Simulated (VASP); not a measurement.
These are r2SCAN meta-GGA, VASP's PBE PAW potentials (set 64) (plane waves; VASP) values and carry that method's errors.

A VASP calculation is set up with these files.

File POSCAR:
```
TiB2
1.0
  1.4839324073  -2.5702463539   0.0000000000
  1.4839324073   2.5702463539   0.0000000000
  0.0000000000   0.0000000000   3.1373875831
Ti B
1 2
direct
  0.0000000000   0.0000000000   0.0000000000
  0.3333330000   0.6666670000   0.5000000000
  0.6666670000   0.3333330000   0.5000000000
```

**INCAR**
```
SYSTEM = TiB2
PREC = Accurate; ENCUT = 600; LREAL = F
LASPH = T
EDIFF = 1E-7; NELM = 100; ALGO = Normal
LMAXMIX = 4; LMIXTAU = T
ISMEAR = 1; SIGMA = 0.1
METAGGA = R2SCAN
IBRION = 2; NSW = 40; ISIF = 3
EDIFFG = -0.01; PSTRESS = 200
LWAVE = F; LCHARG = F
```

### KPOINTS
```
Automatic mesh
0
Gamma
10 10 10
0 0 0
```

POTCAR, in this order: Ti_sv B (PBE.64 set). Program: vasp_std.

Output of the run:

OSZICAR:
```
       N       E                     dE             d eps       ncg     rms          rms(c)
DAV:   1     0.132959188732E+03    0.13296E+03   -0.10513E+04  2184   0.182E+03
DAV:   2    -0.288398172667E+02   -0.16180E+03   -0.15767E+03  2234   0.436E+02
DAV:   3    -0.390705287734E+02   -0.10231E+02   -0.10114E+02  3195   0.103E+02
DAV:   4    -0.394378216939E+02   -0.36729E+00   -0.36700E+00  2796   0.178E+01
DAV:   5    -0.394501095470E+02   -0.12288E-01   -0.12287E-01  3233   0.284E+00    0.197E+01
DAV:   6    -0.307673598326E+02    0.86827E+01   -0.24711E+01  2909   0.753E+01    0.368E+00
DAV:   7    -0.308096803417E+02   -0.42321E-01   -0.15955E+00  2374   0.156E+01    0.344E+00
DAV:   8    -0.307667584838E+02    0.42922E-01   -0.60635E-01  2457   0.105E+01    0.110E+00
DAV:   9    -0.307294267456E+02    0.37332E-01   -0.84781E-01  2492   0.135E+01    0.122E+00
DAV:  10    -0.308666314239E+02   -0.13720E+00   -0.25733E-01  2600   0.586E+00    0.420E-01
DAV:  11    -0.308702576377E+02   -0.36262E-02   -0.67093E-03  2377   0.104E+00    0.343E-01
DAV:  12    -0.308703450856E+02   -0.87448E-04   -0.17358E-03  2554   0.457E-01    0.838E-02
DAV:  13    -0.308697568477E+02    0.58824E-03   -0.15885E-03  2513   0.387E-01    0.413E-02
DAV:  14    -0.308698935023E+02   -0.13665E-03   -0.20607E-04  2619   0.208E-01    0.529E-02
DAV:  15    -0.308700488043E+02   -0.15530E-03   -0.41385E-04  2239   0.259E-01    0.325E-02
DAV:  16    -0.308700816872E+02   -0.32883E-04   -0.25496E-05  2504   0.769E-02    0.113E-02
DAV:  17    -0.308700946683E+02   -0.12981E-04   -0.67587E-06  2399   0.296E-02    0.940E-03
DAV:  18    -0.308700985202E+02   -0.38519E-05   -0.11492E-05  2983   0.461E-02    0.195E-03
DAV:  19    -0.308700980867E+02    0.43348E-06   -0.35648E-07  2490   0.713E-03    0.211E-03
DAV:  20    -0.308700979449E+02    0.14175E-06   -0.76255E-09  1182   0.106E-03    0.183E-03
DAV:  21    -0.308700985509E+02   -0.60595E-06   -0.16557E-07  1826   0.459E-03    0.143E-03
DAV:  22    -0.308700981114E+02    0.43952E-06   -0.15454E-08  1137   0.172E-03    0.894E-04
DAV:  23    -0.308700982683E+02   -0.15695E-06   -0.66542E-09  1137   0.981E-04    0.287E-04
DAV:  24    -0.308700981833E+02    0.84997E-07   -0.31785E-09  1132   0.640E-04
   1 F= -.27882608E+02 E0= -.27882329E+02  d E =-.278826E+02
```

**OUTCAR**
```
------------------------ aborting loop because EDIFF is reached ----------------------------------------
  FORCE on cell =-STRESS in cart. coord.  units (eV):
  Direction    XX          YY          ZZ          XY          YZ          ZX
  --------------------------------------------------------------------------------------
  Total        2.9895281      2.9895282      2.9892489      0.0000000      0.0000000      0.0000000
  in kB      200.1364471    200.1364517    200.1177571      0.0000000      0.0000000      0.0000000
  external PRESSURE =       0.1302186 kB  Pullay stress =     200.0000000 kB
  volume of cell :       23.93
      direct lattice vectors                 reciprocal lattice vectors
     1.483932407 -2.570246354  0.000000000     0.336942571 -0.194533882  0.000000000
     1.483932407  2.570246354  0.000000000     0.336942571  0.194533882  0.000000000
     0.000000000  0.000000000  3.137387583     0.000000000  0.000000000  0.318736520
 POSITION                                       TOTAL-FORCE (eV/Angst)
 -----------------------------------------------------------------------------------
      0.00000      0.00000      0.00000        -0.000000      0.000000     -0.000000
      1.48393      0.85675      1.56869        -0.000000      0.000000     -0.000000
      1.48393     -0.85675      1.56869         0.000000     -0.000000      0.000000
 -----------------------------------------------------------------------------------
    total drift:                                0.000000     -0.000000      0.000000
  FREE ENERGIE OF THE ION-ELECTRON SYSTEM (eV)
  ---------------------------------------------------
  free  energy   TOTEN  =       -30.8700981833 eV

  energy  without entropy=      -30.8692616316  energy(sigma->0) =      -30.86981933
  enthalpy is  TOTEN    =       -27.8826082299 eV   P V=        2.9874899534

 reached required accuracy - stopping structural energy minimisation
```
(Selected blocks of OUTCAR.)

The compound is TiB2 in the AlB2 type structure. It was relaxed first under an external pressure of 20 GPa.
